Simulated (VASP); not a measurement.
Consider the following.

```yaml
crystal:
  lattice:
    - [0.00000, 3.00000, 3.00000]
    - [3.00000, 0.00000, 3.00000]
    - [3.00000, 3.00000, 0.00000]
  atoms:
    - { symbol: Al, position: [0.25000, 0.25000, 0.25000] }
    - { symbol: Al, position: [0.75000, 0.75000, 0.75000] }
    - { symbol: Au, position: [0.00000, 0.00000, 0.00000] }
```

Computed with PBEsol GGA, VASP's PBE PAW potentials (set 64) (plane waves; VASP). Numerical set-up: 400 eV cut-off, Gaussian smearing of 0.050 eV, potentials Al Au.

Question: Give the energies of bands 2 to 11 at the high-symmetry points, in eV from the Fermi level.

Answer: 
```
band      Γ      X      U      L      W
----  -----  -----  -----  -----  -----
2     -6.59  -7.09  -6.78  -6.45  -7.03
3     -6.59  -6.21  -6.58  -6.35  -6.32
4     -6.59  -5.78  -5.89  -6.35  -6.25
5     -5.63  -5.78  -5.59  -5.51  -5.78
6     -5.63  -5.33  -5.53  -5.51  -5.20
7      2.29  -5.03  -4.60  -5.45  -4.01
8      2.94  -2.10  -3.39   0.37  -4.01
9      2.94  -2.10  -1.35   0.37  -2.19
10     2.94   1.30   1.85   3.27   4.16
11     3.94   2.05   4.37   3.61   4.16
```

It has no gap at this level: it comes out as a metal or semimetal.

The compound is AuAl2 in the fluorite structure. The cell was not relaxed at this level. The electron count is odd and the run is not spin-polarised, which forces a metal.
